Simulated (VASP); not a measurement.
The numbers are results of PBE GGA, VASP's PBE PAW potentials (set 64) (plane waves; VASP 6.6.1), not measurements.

The input files of a VASP run:

**INCAR**
```
# general
SYSTEM =C
PREC   =Accurate
ENCUT  =600
LREAL  =F   # projection in real space or not
LASPH  =T   # aspherical one-centre terms

# electronic loop
EDIFF  =1E-7   # SCF stop (eV)
NELM   =100   # most electronic steps
ALGO   =Normal   # blocked Davidson

# smearing
ISMEAR =0   # Gaussian
SIGMA  =0.05   # width (eV)

# functional
GGA    =PE   # PBE

# ions
IBRION =2
NSW    =40
ISIF   =3
EDIFFG =-0.01   # ionic stop
PSTRESS=200

# output
LWAVE  =F
LCHARG =F
```

### KPOINTS
```
Regular mesh
0
G
  10 10 4
0 0 0
```

### POSCAR
```
C
1.0
  1.2161109366  -2.1063649838   0.0000000000
  1.2161109366   2.1063649838   0.0000000000
  0.0000000000   0.0000000000   5.6798517725
C
4
Cart
  0.0000000000   0.0000000000   1.4199629431
  1.2161109366   2.1063649838   4.2598888294
  1.2161109366   0.7021230655   1.4199629431
  1.2161109366  -0.7021230655   4.2598888294
```

POTCAR, in this order: C (PBE.64 set). Program: vasp_std.

Output of the run:

**OUTCAR**
```
 ion  position               nearest neighbor table
   1  0.000  0.000  0.250-   3 1.40   3 1.40   3 1.40
   2  0.000  0.000  0.750-   4 1.40   4 1.40   4 1.40
   3  0.333  0.667  0.250-   1 1.40   1 1.40   1 1.40
   4  0.667  0.333  0.750-   2 1.40   2 1.40   2 1.40
  LATTYP: Found a hexagonal cell.
 ALAT       =     2.4322210539
 C/A-ratio  =     2.3352531068
 Subroutine PRICEL returns:
 Original cell was already a primitive cell.
 Subroutine GETGRP returns: Found 24 space group operations
The static configuration has the point symmetry D_3d.
 The point group associated with its full space group is D_6h.
The dynamic configuration has the point symmetry D_3d.
 Subroutine INISYM returns: Found 24 space group operations
 Subroutine IBZKPT returns following result:
 Found     42 irreducible k-points:

 Following reciprocal coordinates:
            Coordinates               Weight
  0.000000  0.000000  0.000000      1.000000
  0.100000 -0.000000  0.000000      6.000000
  0.200000 -0.000000  0.000000      6.000000
  0.300000 -0.000000  0.000000      6.000000
  0.400000 -0.000000  0.000000      6.000000
...
```

**OSZICAR**
```
       N       E                     dE             d eps       ncg     rms          rms(c)
DAV:   1     0.488270786194E+02    0.48827E+02   -0.94170E+03  1008   0.142E+03
DAV:   2    -0.355199129763E+02   -0.84347E+02   -0.77860E+02  1384   0.245E+02
DAV:   3    -0.389290019009E+02   -0.34091E+01   -0.33832E+01  1296   0.483E+01
DAV:   4    -0.389652038026E+02   -0.36202E-01   -0.36166E-01  1228   0.567E+00
DAV:   5    -0.389658900792E+02   -0.68628E-03   -0.68604E-03  1252   0.739E-01    0.937E+00
DAV:   6    -0.370629660050E+02    0.19029E+01   -0.18356E+00  1140   0.980E+00    0.549E+00
DAV:   7    -0.364737540432E+02    0.58921E+00   -0.18880E+00  1184   0.101E+01    0.149E+00
DAV:   8    -0.364784549354E+02   -0.47009E-02   -0.45573E-02  1156   0.150E+00    0.749E-02
DAV:   9    -0.364785469896E+02   -0.92054E-04   -0.60567E-04  1264   0.224E-01    0.481E-02
DAV:  10    -0.364786362820E+02   -0.89292E-04   -0.75764E-05  1224   0.803E-02    0.133E-02
DAV:  11    -0.364786395575E+02   -0.32755E-05   -0.57473E-06  1276   0.232E-02    0.183E-03
DAV:  12    -0.364786395123E+02    0.45205E-07   -0.33648E-07  1244   0.541E-03
   1 F= -.32846243E+02 E0= -.32846243E+02  d E =-.328462E+02
       N       E                     dE             d eps       ncg     rms          rms(c)
DAV:   1    -0.364792759871E+02   -0.63643E-03   -0.25076E-03  1032   0.445E-01    0.305E-02
DAV:   2    -0.364792410328E+02    0.34954E-04   -0.48448E-05  1264   0.557E-02    0.182E-02
DAV:   3    -0.364792243280E+02    0.16705E-04   -0.44101E-05  1228   0.483E-02    0.408E-03
DAV:   4    -0.364792242971E+02    0.30891E-07   -0.14341E-06  1220   0.931E-03    0.157E-03
DAV:   5    -0.364792241688E+02    0.12833E-06   -0.98145E-08   784   0.286E-03    0.237E-04
DAV:   6    -0.364792241656E+02    0.32317E-08   -0.84296E-09   636   0.844E-04
   2 F= -.32846245E+02 E0= -.32846245E+02  d E =-.232014E-05
       N       E                     dE             d eps       ncg     rms          rms(c)
DAV:   1    -0.364789664746E+02    0.25769E-03   -0.56881E-04  1024   0.212E-01    0.146E-02
DAV:   2    -0.364789589273E+02    0.75473E-05   -0.10994E-05  1252   0.265E-02    0.870E-03
DAV:   3    -0.364789556556E+02    0.32716E-05   -0.10069E-05  1208   0.231E-02    0.195E-03
DAV:   4    -0.364789556039E+02    0.51778E-07   -0.33026E-07  1196   0.447E-03
   3 F= -.32846254E+02 E0= -.32846254E+02  d E =-.105682E-04
```

**OUTCAR**
```
------------------------ aborting loop because EDIFF is reached ----------------------------------------
  FORCE on cell =-STRESS in cart. coord.  units (eV):
  Direction    XX          YY          ZZ          XY          YZ          ZX
  --------------------------------------------------------------------------------------
  Total        3.6081690      3.6081656      3.6010691     -0.0000000      0.0000000      0.0000000
  in kB      198.6493322    198.6491455    198.2584415     -0.0000000      0.0000000      0.0000000
  external PRESSURE =      -1.4810269 kB  Pullay stress =     200.0000000 kB
  volume of cell :       29.10
      direct lattice vectors                 reciprocal lattice vectors
     1.216327091 -2.106739331  0.000000000     0.411073636 -0.237333586 -0.000000000
     1.216327091  2.106739331  0.000000000     0.411073636  0.237333586 -0.000000000
     0.000000000  0.000000000  5.678310893    -0.000000000  0.000000000  0.176108709
 POSITION                                       TOTAL-FORCE (eV/Angst)
 -----------------------------------------------------------------------------------
      0.00000     -0.00000      1.41958         0.000000      0.000000     -0.000000
      0.00000      0.00000      4.25873        -0.000000     -0.000000      0.000000
      1.21633      0.70225      1.41958         0.000000      0.000000      0.000000
      1.21633     -0.70225      4.25873        -0.000000      0.000000     -0.000000
 -----------------------------------------------------------------------------------
    total drift:                                0.000000     -0.000000      0.000000
  FREE ENERGIE OF THE ION-ELECTRON SYSTEM (eV)
  ---------------------------------------------------
  free  energy   TOTEN  =       -36.4789556039 eV

  energy  without entropy=      -36.4789556039  energy(sigma->0) =      -36.47895560
  enthalpy is  TOTEN    =       -32.8462537224 eV   P V=        3.6327018815

 reached required accuracy - stopping structural energy minimisation
```
(Selected blocks of OUTCAR.)

### CONTCAR
```
C
   1.00000000000000
     1.2163270912699224   -2.1067393307082529    0.0000000000000000
     1.2163270912699224    2.1067393307082529    0.0000000000000000
     0.0000000000000000    0.0000000000000000    5.6783108925503445
  C
     4
Direct
     0.0000000000000000    0.0000000000000000    0.2500000000000000
     0.0000000000000000    0.0000000000000000    0.7500000000000000
     0.3333330000000032    0.6666669999999968    0.2500000000000000
     0.6666669999999968    0.3333330000000032    0.7500000000000000
```

Without a dispersion term in the relaxation, distances and binding between the weakly bound layers, chains or molecules are unreliable, and so is what depends on them.

The compound is C in the graphite structure. This run relaxes it under an external pressure of 20 GPa. Symmetry was kept, so distortions that lower it aren't found.
